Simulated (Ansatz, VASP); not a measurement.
# HfSi2N4 (HfSi2N4 monolayer): VASP beside Ansatz

Wanted: the spread between two codes on one cell, functional and k mesh. The structure shown is the start of the Ansatz relaxation below; VASP solves that cell, so the two are compared at the walk's first step.

Main program and level: Ansatz 0.2.0; plane waves, with VASP 6.6.1 beside it; single point at PBE with D3(BJ).

### 1. The structure

The cell holds 7 atoms: 4 N, 2 Si and 1 Hf. Its edges and angles: a = 2.920 Å, b = 2.920 Å, c = 38.728 Å, α = 90.0°, β = 90.0°, γ = 120.0°. Vacuum lies along c. The height across the vacuum is the one that the program set for its solve, not the one typed.

Structure file:

```xyz
7
Lattice="2.9200 0.0000 0.0000 -1.4600 2.5288 0.0000 0.0000 0.0000 38.7283" Properties=species:S:1:pos:R:3
N     0.0000    0.0000    9.0000
N     0.0000    1.6859   11.2194
N     0.0000    1.6859   14.2447
N     0.0000    0.0000   16.4642
Si    0.0000    1.6859    9.4694
Si    0.0000    1.6859   15.9947
Hf    0.0000    0.0000   12.7321
```

### 2. Ansatz: relaxation, PBE with D3(BJ)

Ansatz runs on its default PAW (the set named soft_2) files.

The two programs are compared at the cell with which this relaxation starts, whose forces are those of its first step.

File input.yaml:

```yaml
crystal:
  lattice:
    - [2.92, 0.0, 0.0]
    - [-1.46, 2.5287941791, 0.0]
    - [0.0, 0.0, 25.4641524276]
  atoms:
    - { symbol: "N", position: [0.0, 0.0, 0.3534380351] }
    - { symbol: Si, position: [0.3333333333, 0.6666666667, 0.3718730599] }
    - { symbol: "N", position: [0.3333333333, 0.6666666667, 0.4405971223] }
    - { symbol: Hf, position: [0.0, 0.0, 0.5] }
    - { symbol: "N", position: [0.3333333333, 0.6666666667, 0.5594028777] }
    - { symbol: Si, position: [0.3333333333, 0.6666666667, 0.6281269401] }
    - { symbol: "N", position: [0.0, 0.0, 0.6465619649] }
  periodic: [true, true, false]
kpoints:
  mp_grid: { grid: [12, 12, 1] }
hamiltonian:
  xc: pbe
  dispersion: d3bj
scf:
  occupations: { method: fermi_dirac, width: 0.05 }
  convergence: { dr2_threshold: 1.0e-09 }
relax:
  f_tol: 0.004
  max_steps: 90
  cell: {}
output:
  write_potential: true
  write_density: true
  volumetric_format: npy
```

The run is started by

```
ansatz run input.yaml --threads 2 --pin off --max-ram 3072MiB --backend cpu --events-out ev --progress --plain --runs-dir out
```

Numbers of over 12 decimals in the logs are rounded to 6 here.

The program printed:

```text
Warning: crystal.periodic: the lattice vector that does not repeat stood 0.000° off the slab's normal, 25.464 Å along it as the deck builds it. The run solves the slab on a vector along the normal, 38.728 Å long, with every atom where it was (on the deck's vector they left 18.00 Å outside them, and the widest stretch free of ions among them is 1.75 Å). A fractional position that the run reports is one of the run's ce [...]
Warning: relax.cell: scf.convergence.dr2_threshold = 1e-9 eV is looser than the 2.29510740115e-10 eV advised for a relaxation that steers and ends on the stress (1e-10 eV for each atom of the cell: 7, times the square of relax.cell.stress_2d_tol = 0.05 N/m over 17.5 Å (the atoms' height at the walk's start and 5 Å past either face), 2.863e-2 GPa, over a crystal's default 0.05). What an SCF threshold leaves in a stress goes as its square root, and in the free energy as the threshold itself, and one threshold admits the most on a small cell: [figures from the program's tests cut] Set scf.convergence.dr2_threshold to 2.29510740115e-10 eV or tighter. [rest of the remark cut]
crystal.periodic: the lattice vector that does not repeat stood 0.000° off the slab's normal, 25.464 Å along it as the deck builds it. The run solves the slab on a vector along the normal, 38.728 Å long, with every atom where it was (on the deck's vector they left 18.00 Å outside them, and the widest stretch free of ions among them is 1.75 Å). A fractional position that the run reports is one of the run's cell, which [...]
Engine: ansatz 0.2.0, aarch64-unknown-linux-gnu
Pseudopotentials: kind: paw
Pseudopotential: N, paw, valence charge 5, recommended cutoff 420 eV (normal), N.paw.azcp
Pseudopotential: Si, paw, valence charge 4, recommended cutoff 420 eV (normal), Si.paw.azcp
Pseudopotential: Hf, paw, valence charge 26, recommended cutoff 420 eV (normal), Hf.paw.azcp
Functional definition: PBE
  parameter kappa = 0.804
  parameter beta = 0.066725
[...]
SCF iter   6: F=—  HF=-18537.586142 eV  |F-HF|=—  |Δ(HF+E_count)|=   1.19e-8  Δρ=1.73e-6  dr2=6.23e-9  ethr=5.63e-11  ⟨swp⟩=3.8  Hψ=1687  notcnv=0
SCF iter   7: F=-18537.586142 eV  HF=-18537.586142 eV  |F-HF|=4.51e-10  |Δ(HF+E_count)|=   2.25e-9  Δρ=5.23e-7  dr2=4.90e-10  ethr=1.85e-12  ⟨swp⟩=10.9  Hψ=6485  notcnv=0
SCF 8 converged in 7 iterations: F = -18537.586142 eV  dr2 = 4.90e-10
relax step   8: F+E_penalty+E_count = -18537.58614220 eV  Δ(F+E_penalty+E_count) = +1.851e-4 eV  max|allowed force component| = 3.166e-3 eV/Å  Δτ_max = 0.0018 Å  P = +0.039 N/m  Ω = 305.976 Å³  energy of the carried Pulay correction = -4.604e-4 eV  fix = [c, alpha, beta]  reactions: c +0.000 N/m  (7 SCF iters, accepted)
iter 1 solved again at ethr=2.62e-7 eV; its pass at ethr=3.10e-3 eV (dr2=1.41e-4 eV) is discarded
SCF iter   1: F=—  HF=-18537.586580 eV  |F-HF|=—  |Δ(HF+E_count)|=         —  Δρ=6.63e-6  dr2=1.99e-8  ethr=2.62e-7  ⟨swp⟩=6.3  Hψ=8675  notcnv=0
eigensolver tolerance schedule: the retry pair's looser diagonalisation over-reported the residual by 7106.66 of it (diagonalisation noise at 1.50 of the residual, at the tolerance the schedule requests for it); recorded, not acted on — ethr = c·dr2/N_el stays at c = 1.0e-1
preconditioner: auto → Resta (q_TF=auto, 2.043 Å⁻¹)  ε∞=2.2  [insulator: Δε(μ)=1.580 eV  Ē_g=13.259 eV  σ=0.050 eV  W_gap=1.00  n_scr=24 (ndim 8)  ℏωp=14.4 eV  f_vac=0.736  D(μ)=0.00/eV (n_scr^D=0)  ε∞_Penn≈2.2  vacuum switching on, ρ_ref=1.3e-2 e/Å³]
SCF iter   2: F=—  HF=-18537.586619 eV  |F-HF|=—  |Δ(HF+E_count)|=   3.87e-5  Δρ=3.21e-6  dr2=5.26e-9  ethr=3.68e-11  ⟨swp⟩=6.6  Hψ=2985  notcnv=0
SCF iter   3: F=-18537.586625 eV  HF=-18537.586623 eV  |F-HF|=1.93e-6  |Δ(HF+E_count)|=   3.95e-6  Δρ=1.45e-6  dr2=9.44e-10  ethr=1.85e-12  ⟨swp⟩=19.8  Hψ=7651  notcnv=0
SCF 9 converged in 3 iterations: F = -18537.586625 eV  dr2 = 9.44e-10
relax step   9: F+E_penalty+E_count = -18537.58662470 eV  Δ(F+E_penalty+E_count) = -4.825e-4 eV  max|allowed force component| = 3.186e-3 eV/Å  Δτ_max = 0.0000 Å  P = +0.044 N/m  Ω = 305.976 Å³  fix = [c, alpha, beta]  reactions: c +0.000 N/m  stress off target by 4.37e-2 N/m on what of the cell is left free  SCF on the basis re-selected at this cell (its energy is not comparable with the rows above)  (3 SCF iters)
basis re-selected at this cell: Δ(F+E_penalty+E_count) = -4.825e-4 eV, ΔP = +0.005 N/m vs the last step (what re-selecting the basis moved, of the pressure what is left beyond the Pulay correction that the steps carried, after the strain that the cell walked since its last selection, with what the two solves' SCF thresholds leave and, on support functions, any second-order correction that the steps lacked; it is no m [...]
WARN: The output density's exchange-correlation potential varies sharply where the density is thin. Do not read a vacuum level from v_tot or v_xc, or from such a field of the output density. On a cell that repeats whose density bears no net charge and no dipole along the vacuum's axis use v_es (v_loc + v_h of the components); under efield.dipole_correction with no amplitude use v_es + v_field, which holds any externa [...]
SCF converged after 3 iterations
Free energy (F): -18537.586625 eV
Harris-Foulkes:  -18537.586623 eV  (|F-HF|=1.93e-6)
Internal energy: -18537.586625 eV  (E = F + TS)
E sigma→0 (E₀):  -18537.586625 eV
Entropy (-TS):   -0.000000 eV (-0.000 meV/atom)
Fermi energy:    -5.575309 eV
--- Per-component energies (eV) ---
  E_band       = -992.013767
  E_kinetic    = 1047.314123
  E_local      = -253986.215312  (includes V_loc(G=0)·N_el)
  E_nonlocal   = -1013.289390
  E_hartree    = 126148.499882
  E_xc         = -656.421924
  E_vxc        = -672.889292  (∫ρ·V_xc dr)
  E_paw        = -8465.195128  (= ΣΔE_a)
  E_vpaw       = 1336.068009  (= ΣTr[D̂ρ^β])
  E_aug_tail   = 0.000400  (compensation charges beyond the density's cutoff)
  E_ewald      = 118389.366263
  E_disp       = -1.645539  (pairwise vdW)
  E_smearing   = -0.000000  (= −TS)
  E_closure    = 0.000000  (closes the sum)
  Σ components = -18537.586625   (vs F -18537.586625, Δ=0.00e0)
--- Forces (eV/Å), atoms counted from 1 ---
  atom   1  N     -0.00000000    -0.00000000    -0.00187039
  atom   2  Si     0.00000000     0.00000000    -0.00168937
  atom   3  N     -0.00000000    -0.00000000     0.00318575
  atom   4  Hf    -0.00000000    -0.00000000    -0.00000000
  atom   5  N     -0.00000000    -0.00000000    -0.00318575
  atom   6  Si     0.00000000     0.00000000     0.00168937
  atom   7  N     -0.00000000    -0.00000000     0.00187039
  max |Σ_I F_I| component: 1.11e-16 eV/Å
--- 2D stress c σ (N/m, compression-positive) ---
        0.043721      -0.000000       0.000000
       -0.000000       0.043721       0.000000
        0.000000       0.000000       0.000000
  P = ½ c Tr σ = 0.0437 N/m
--- Band table (eV; the first three rows and the last of 19) ---
  k-point 0: bands = ["-67.0214", "-35.9224", "-35.3940", "-35.3940", "-23.4754", "-23.3112", "-21.0772", "-19.4770", "-16.9417", "-16.8485", "-16.8485", "-16.8323", "-16.7878", "-16.7837", "-16.7837", "-13.5484", "-10.6446", "-9.1958", "-9.1958", "-9.1565", "-9.1565", "-8.6747", "-8.4224", "-8.4224", "-7.3001", "-7.1373", "-7.1373", "-3.7678", "-2.1525", "-1.7943", "-0.8232", "-0.8232", "-0.4605", "-0.3247"]
  k-point 1: bands = ["-67.0157", "-35.9040", "-35.4822", "-35.4117", "-23.3681", "-23.2140", "-20.9690", "-19.4876", "-16.9347", "-16.8475", "-16.8442", "-16.8268", "-16.7966", "-16.7883", "-16.7841", "-13.4287", "-10.6757", "-9.7330", "-9.6829", "-9.2986", "-9.2723", "-8.7974", "-8.4447", "-8.3068", "-7.3793", "-7.2538", "-7.0980", "-3.6808", "-2.0269", "-1.8982", "-0.7533", "-0.5735", "-0.1714", "-0.1007"]
  k-point 2: bands = ["-67.0000", "-35.8534", "-35.7162", "-35.4598", "-23.0572", "-22.9299", "-20.6828", "-19.5234", "-16.9162", "-16.8433", "-16.8325", "-16.8184", "-16.8124", "-16.7979", "-16.7862", "-13.1556", "-11.0303", "-10.7913", "-10.5505", "-9.5656", "-9.5633", "-9.4318", "-8.2321", "-7.9966", "-7.6435", "-7.5514", "-7.1293", "-3.9881", "-1.8950", "-1.5126", "-0.5407", "-0.1098", "-0.0564", "0.3956"]
  k-point 18: bands = ["-66.9247", "-36.3192", "-36.1303", "-35.6038", "-20.7065", "-20.7011", "-20.0873", "-19.7522", "-16.9159", "-16.8307", "-16.8280", "-16.7951", "-16.7948", "-16.7946", "-16.7376", "-14.1589", "-13.9550", "-13.1685", "-13.0555", "-10.6856", "-10.6463", "-10.2782", "-9.2931", "-9.0728", "-8.9298", "-7.1281", "-6.3153", "-4.0297", "-0.8767", "-0.6687", "0.3591", "0.8575", "1.1383", "1.8543"]
  the weakly bound empty levels are not read free of the cell's end (no_gap_told)
--- Relaxed structure (7 steps of the walk, 7 accepted, 2 SCFs on fresh bases) ---
  F+E_penalty+E_count = -18537.58662470 eV   max|allowed force component| = 3.186e-3 eV/Å   (the final SCF, on the basis selected at the relaxed cell)
  cell:  # Å, volume = 305.9756 Å³
    - [3.020395, 0, 0]
    - [-1.510198, 2.615739, 0]
    - [0, 0, 38.728305]
  atoms:
    - { symbol: N, position: [-2.8091238247828764e-17, -5.2867763092774974e-18, 0.239141] }
    - { symbol: Si, position: [0.333333, 0.666667, 0.251540] }
    - { symbol: N, position: [0.333333, 0.666667, 0.296431] }
    - { symbol: Hf, position: [-2.6433881536693983e-17, -5.286776309277492e-18, 0.328754] }
    - { symbol: N, position: [0.333333, 0.666667, 0.361077] }
    - { symbol: Si, position: [0.333333, 0.666667, 0.405968] }
    - { symbol: N, position: [-2.4776524825559132e-17, -5.2867763092774974e-18, 0.418366] }
```

The column dr2 measures how far the density is from self-consistency, as an energy; F and HF (Harris–Foulkes) agree once it is small.

### 3. VASP: single point, PBE with D3(BJ), start cell

The same cell, functional, mesh and smearing now go to VASP, with its own data sets.

Lines of VASP's logs that name or quote its potential files are left out, and so is its time.

File INCAR:

```
SYSTEM = HfSi2N4
PREC = Accurate
ENCUT = 520
EDIFF = 1E-06
NELM = 120
ISMEAR = -1
SIGMA = 0.05
LREAL = .FALSE.
ALGO = Normal
GGA = PE
IVDW = 12
NBANDS = 26
LASPH = .TRUE.
LORBIT = 11
LWAVE = .FALSE.
LCHARG = .FALSE.
ISIF = 2
LDIPOL = .TRUE.
IDIPOL = 3
DIPOL = 0.5 0.5 0.329
LVHAR = .TRUE.
GGA_COMPAT = .FALSE.
EFERMI = MIDGAP
NELMDL = -8
KPAR = 2
```

File POSCAR:

```
HfSi2N4
1.0
    2.9200000000      0.0000000000      0.0000000000
   -1.4600000000      2.5287940000      0.0000000000
    0.0000000000      0.0000000000     38.7283050000
N Si Hf
4 2 1
Direct
    0.0000000000      0.0000000000      0.2323881719
    0.3333333992      0.6666667985      0.2896959214
    0.3333333992      0.6666667985      0.3678116045
    0.0000000000      0.0000000000      0.4251193539
    0.3333333992      0.6666667985      0.2445093324
    0.3333333992      0.6666667985      0.4129981934
    0.0000000000      0.0000000000      0.3287537629
```

File KPOINTS:

```
Automatic mesh
0
Gamma
12 12 1
0 0 0
```

Potentials, in the order of the species: N, Si and Hf_pv (PBE family, release 64).

The run is started by

```
mpirun -np 2 vasp_std
```

The program printed:

```text
[banner, memory and clock lines left out]
running    2 mpi-ranks, on    1 nodes
 distrk:  each k-point on    1 cores,    2 groups
 distr:  one band on    1 cores,    1 groups

 POSCAR found type information on POSCAR N SiHf
 POSCAR found :  3 types and       7 ions
 LDA part: xc-table for (Slater+PW92), standard interpolation
 POSCAR, INCAR and KPOINTS ok, starting setup
 FFT: planning ... GRIDC
 FFT: planning ... GRID_SOFT
 FFT: planning ... GRID
 WAVECAR not read
 entering main loop
       N       E                     dE             d eps       ncg     rms          rms(c)
DAV:   1     0.274944992171E+03    0.27494E+03   -0.17173E+04  1180   0.115E+03
DAV:   2    -0.289556790978E+02   -0.30390E+03   -0.29568E+03  1400   0.266E+02
DAV:   3    -0.686359626055E+02   -0.39680E+02   -0.39412E+02  1140   0.970E+01
DAV:   4    -0.698319388369E+02   -0.11960E+01   -0.11919E+01  1374   0.201E+01
DAV:   5    -0.698606327670E+02   -0.28694E-01   -0.28648E-01  1336   0.281E+00
DAV:   6    -0.698617548320E+02   -0.11221E-02   -0.11217E-02  1408   0.567E-01
DAV:   7    -0.698617987918E+02   -0.43960E-04   -0.43953E-04  1352   0.988E-02
DAV:   8    -0.698618009711E+02   -0.21793E-05   -0.21793E-05  1304   0.220E-02    0.508E+01
DAV:   9    -0.605868437092E+02    0.92750E+01   -0.58280E+01  1234   0.340E+01    0.560E+01
DAV:  10    -0.604632272012E+02    0.12362E+00   -0.27066E+00  1218   0.829E+00    0.584E+01
DAV:  11    -0.616491880611E+02   -0.11860E+01   -0.15719E+01  1218   0.158E+01    0.583E+01
DAV:  12    -0.640909673513E+02   -0.24418E+01   -0.55137E+00  1368   0.141E+01    0.162E+02
DAV:  13    -0.617029172323E+02    0.23881E+01   -0.40419E+01  1266   0.280E+01    0.120E+02
DAV:  14    -0.603144937852E+02    0.13884E+01   -0.50399E+00  1260   0.103E+01    0.566E+01
[...]
DAV:  25    -0.597419780741E+02   -0.67044E-04   -0.86011E-06  1230   0.121E-02    0.600E-02
DAV:  26    -0.597420334541E+02   -0.55380E-04   -0.35574E-06  1052   0.826E-03    0.494E-03
DAV:  27    -0.597420656948E+02   -0.32241E-04   -0.74304E-07  1060   0.348E-03    0.175E-03
DAV:  28    -0.597420886852E+02   -0.22990E-04   -0.43556E-07   986   0.225E-03    0.818E-03
DAV:  29    -0.597420997888E+02   -0.11104E-04   -0.26668E-07   960   0.227E-03    0.664E-03
DAV:  30    -0.597421071445E+02   -0.73557E-05   -0.15124E-07   938   0.128E-03    0.263E-03
DAV:  31    -0.597421101631E+02   -0.30186E-05   -0.83693E-08   922   0.856E-04    0.379E-04
DAV:  32    -0.597421111390E+02   -0.97596E-06   -0.20499E-08   882   0.507E-04
   1 F= -.61410924E+02 E0= -.61408285E+02  d E =-.527848E-02
```

[end of part 1 of 2]

[Lines on the potential files, build, host, timing and source positions are cut from VASP's logs without a mark.]

[Logs are printed without paths, hosts, clocks, repeated set-up lines and the standing remarks that a program may print on its own settings, such as how far it seeks lower states.]

[Hosts, paths, dates, database ids (printed as entryN), source tags and the programs' standing remarks are cut or masked in the printed files.]
